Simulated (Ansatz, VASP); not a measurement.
# Cross-check of ZnS between VASP and Ansatz, part 3 of 3

Wanted: the spread between two codes on one cell, functional and k mesh. The cell is taken from a series of runs on this material, whose earlier steps may have relaxed, scaled, displaced or heated it; both programs get it as it stands.

VASP 6.6.1 and Ansatz 0.2.0.

So far: The starting structure; Ansatz: zone-centre phonons, LDA, pair 1; VASP: zone-centre phonons, LDA, pair 1; Differences.

## Step 5: Ansatz: zone-centre phonons, LDA, pair 2

Level of this step: Ansatz beside VASP: Kohn-Sham DFT, plane waves, LDA (Ansatz).

Second derivatives magnify differences that forces hide, and they need a tight electronic threshold. The cell compared in this pair holds 38.64 Å³, against 37.89 Å³ for the pair before.

The cell is taken from a series of runs on this material, whose earlier steps may have relaxed, scaled, displaced or heated it; both programs get it as it stands.

The input, input.yaml:

```yaml
crystal:
  lattice:
    - [0.0, 2.6832085633, 2.6832085633]
    - [2.6832085633, 0.0, 2.6832085633]
    - [2.6832085633, 2.6832085633, 0.0]
  atoms:
    - { symbol: S, position: [0.0, 0.0, 0.0] }
    - { symbol: Zn, position: [0.75, 0.75, 0.75] }
kpoints:
  mp_grid: { grid: [12, 12, 12] }
hamiltonian:
  xc: lda
  pseudopotentials: { kind: paw, azcp: { folder: soft_1 }, xc_functional: pbe }
scf:
  occupations: { method: fixed }
output:
  eigenvalues: true
phonons:
  method: dfpt
  dielectric: true
  rigid_motions: translations
```

Run with:

```
> ansatz run input.yaml --threads 4 --pin off --max-ram 10240MiB --backend cpu --events-out ev --progress --plain --runs-dir out
```

Numbers of over 12 decimals in the logs are rounded to 6 here.

The log of the run:

```text
[...]
Crystal: 2 atoms, lattice volume = 38.636 Å³
Basis set: ecut = 420 eV, 749 PW (Γ), exchange–correlation on 54×54×54 points (8 copies of the dense FFT grid, shifted against one another)
Bands: 13, of which v1, the nominal top of the filled ones, is band 9 counted from 1 (8 counted from 0)
Symmetry: 24 space group operations
k-points: 280 of 1728 (irreducible under 4 space group operations, time reversal used)
[...]
optical modes at Γ + LO–TO along q̂ = [1.0000, 0.0000, 0.0000]:
      ω (cm⁻¹)  modes    IR ((D/Å)²/amu)
[...]
optical modes at Γ + LO–TO along q̂ = [0.0000, 1.0000, 0.0000]:
      ω (cm⁻¹)  modes    IR ((D/Å)²/amu)
        271.34      2             8.1804
        331.74      1             4.0902
  optical modes at Γ + LO–TO along q̂ = [0.0000, 0.0000, 1.0000]:
      ω (cm⁻¹)  modes    IR ((D/Å)²/amu)
        271.34      2             8.1804
        331.74      1             4.0902
[key lines of the parts left out:]
SCF converged after 9 iterations
Free energy (F): -4117.427675 eV
Fermi energy:    5.765161 eV
```

## Step 6: VASP: zone-centre phonons, LDA, pair 2

The same cell, functional (in two slightly different forms) and mesh now go to VASP, with its own data sets.

The input, INCAR:

```
SYSTEM = ZnS
PREC = Accurate
ENCUT = 500
EDIFF = 1E-08
NELM = 120
ISMEAR = 0
SIGMA = 0.01
LREAL = .FALSE.
ALGO = Normal
GGA = CA
NBANDS = 15
LORBIT = 11
LWAVE = .FALSE.
LCHARG = .FALSE.
ISIF = 2
IBRION = 8
LEPSILON = .TRUE.
LASPH = .TRUE.
GGA_COMPAT = .FALSE.
EFERMI = MIDGAP
KPAR = 2
```

The input, POSCAR:

```
ZnS
1.0
    0.0000000000      2.6832085633      2.6832085633
    2.6832085633      0.0000000000      2.6832085633
    2.6832085633      2.6832085633      0.0000000000
S Zn
1 1
Direct
    0.0000000000      0.0000000000      0.0000000000
    0.7500000000      0.7500000000      0.7500000000
```

The input, KPOINTS:

```
Automatic mesh
0
Gamma
12 12 12
0 0 0
```

Potentials, in the order of the species: S and Zn (LDA family, release 64).

Run with:

```
> mpirun -np 2 vasp_std
```

The log of the run:

```text
[... set-up lines as in an earlier step ...]
 entering main loop
       N       E                     dE             d eps       ncg     rms          rms(c)
DAV:   1     0.800242909252E+02    0.80024E+02   -0.84345E+03  2160   0.139E+03
DAV:   2    -0.333363323628E+01   -0.83358E+02   -0.78302E+02  2398   0.264E+02
DAV:   3    -0.857126820243E+01   -0.52376E+01   -0.52108E+01  2699   0.638E+01
DAV:   4    -0.862439595368E+01   -0.53128E-01   -0.53102E-01  2580   0.660E+00
[...]
DAV:  12    -0.819536800911E+01   -0.10744E-06   -0.86898E-07  2601   0.698E-03    0.168E-03
DAV:  13    -0.819536799266E+01    0.16457E-07   -0.40694E-08  3209   0.331E-03    0.455E-04
DAV:  14    -0.819536799323E+01   -0.57412E-09   -0.67113E-09  1522   0.648E-04
   1 F= -.81953680E+01 E0= -.81953680E+01  d E =0.000000E+00
 Linear response reoptimize wavefunctions to high precision
DAV:   1    -0.819536799338E+01   -0.15461E-09   -0.77626E-10  1822   0.245E-04
DAV:   2    -0.819536799338E+01    0.54570E-11   -0.11846E-10  1353   0.102E-04
 Linear response G [H, r] |phi>, progress :
  Direction:   1
[...]
RMM:  13    -0.103847366303E+00   -0.29133E-08   -0.40184E-09  8603   0.552E-06    0.220E-07
 first order change of Fermi-energy   0.31536E+00
 force on displaced ion       1 direction 1 :  -5.889   0.000   0.000
 Born effective charge ion    1 direction 1 :  -1.964   0.000   0.000
 Linear response progress:
  Degree of freedom:   2/  2
       N       E                     dE             d eps       ncg     rms          rms(c)
RMM:   1    -0.212681041614E+00   -0.21268E+00   -0.51393E-03 11823   0.212E+00
RMM:   2    -0.210727610535E+00    0.19534E-02   -0.29222E-03 13479   0.441E-01    0.116E-01
RMM:   3    -0.210486165369E+00    0.24145E-03   -0.53698E-05 15887   0.641E-02    0.677E-02
RMM:   4    -0.210181441256E+00    0.30472E-03   -0.10877E-05 15643   0.249E-02    0.357E-03
[...]
RMM:   9    -0.210183367877E+00    0.18374E-06    0.60743E-09 16661   0.529E-05    0.871E-06
RMM:  10    -0.210183353919E+00    0.13958E-07    0.60004E-10 16977   0.178E-05    0.136E-06
RMM:  11    -0.210183357541E+00   -0.36221E-08    0.60452E-10 14021   0.880E-06    0.465E-07
 first order change of Fermi-energy  -0.31512E+00
 force on displaced ion       2 direction 1 :  -5.917  -0.000  -0.000
 Born effective charge ion    2 direction 1 :   1.963   0.000   0.000
 Born effective charges drift removed
 Linear response finished
```

Parts of OUTCAR (step 6):

```text
  Total       -0.6989551     -0.6989551     -0.6989551      0.0000000     -0.0000000      0.0000000
  in kB      -28.9845496    -28.9845496    -28.9845496      0.0000000     -0.0000000      0.0000000
  external PRESSURE =     -28.9845496 kB  Pullay stress =       0.0000000 kB

 POSITION                                       TOTAL-FORCE (eV/Angst)
 -----------------------------------------------------------------------------------
      0.00000      0.00000      0.00000        -0.000000     -0.000000     -0.000000
      4.02481      4.02481      4.02481         0.000000      0.000000      0.000000
 -----------------------------------------------------------------------------------
    total drift:                                0.000001      0.000001      0.000001

 MACROSCOPIC STATIC DIELECTRIC TENSOR (including local field effects in DFT)
 ------------------------------------------------------
           6.153272    -0.000000     0.000000
          -0.000000     6.153272     0.000000
           0.000000    -0.000000     6.153272
 ------------------------------------------------------

 MACROSCOPIC STATIC DIELECTRIC TENSOR IONIC CONTRIBUTION
 ------------------------------------------------------
           3.058763     0.000000     0.000000
           0.000000     3.058763     0.000000
           0.000000     0.000000     3.058763
 ------------------------------------------------------

[... 1 part as in an earlier step ...]

[... 1 further part left out ...]
```

## Step 7: Side by side

Compared:

```tsv
quantity	Ansatz	VASP	difference
ε∞ xx	6.20	6.15	+0.74 %
ε∞ yy	6.20	6.15	+0.74 %
ε∞ zz	6.20	6.15	+0.74 %
Born charge of S1 (mean of the diagonal) (e)	-1.95	-1.96	+0.01
Born charge of Zn2 (mean of the diagonal) (e)	1.95	1.96	-0.01
optical mode 1 to 3 (cm⁻¹)	271.3	273.0	-0.62 %
```

Modes are paired by rising frequency, not by their patterns, so a pair may set unlike modes beside each other; they are those without the splitting of longitudinal modes.

## Step 8: Summary of results

* r.m.s. difference of the optical zone-centre modes, each program's sorted by frequency (zone-centre phonons, LDA, pair 1): 2.0 cm⁻¹
* difference in ε∞ xx (zone-centre phonons, LDA, pair 1): +0.8 %
* r.m.s. difference of the optical zone-centre modes, each program's sorted by frequency (zone-centre phonons, LDA, pair 2): 1.7 cm⁻¹
* difference in ε∞ xx (zone-centre phonons, LDA, pair 2): +0.7 %

**Reading.** The r.m.s. difference of the optical zone-centre modes, each program's sorted by frequency is 2.0 cm⁻¹ (zone-centre phonons, LDA, pair 1). Among the rows given in per cent, the largest difference of the zone-centre phonons, LDA, pair 1 pair is in ε∞ xx, +0.8 %. Among the rows given in per cent, the largest difference of the zone-centre phonons, LDA, pair 2 pair is in ε∞ xx, +0.7 %. Such differences can come from data sets, numerical settings and the points named under the comparisons, not from the functional's error against experiment.

[Lines on the potential files, build, host, timing and source positions are cut from VASP's logs without a mark.]

[Logs are printed without paths, hosts, clocks, repeated set-up lines and the standing remarks that a program may print on its own settings, such as how far it seeks lower states.]

[Hosts, paths, dates, database ids (printed as entryN), source tags and the programs' standing remarks are cut or masked in the printed files.]
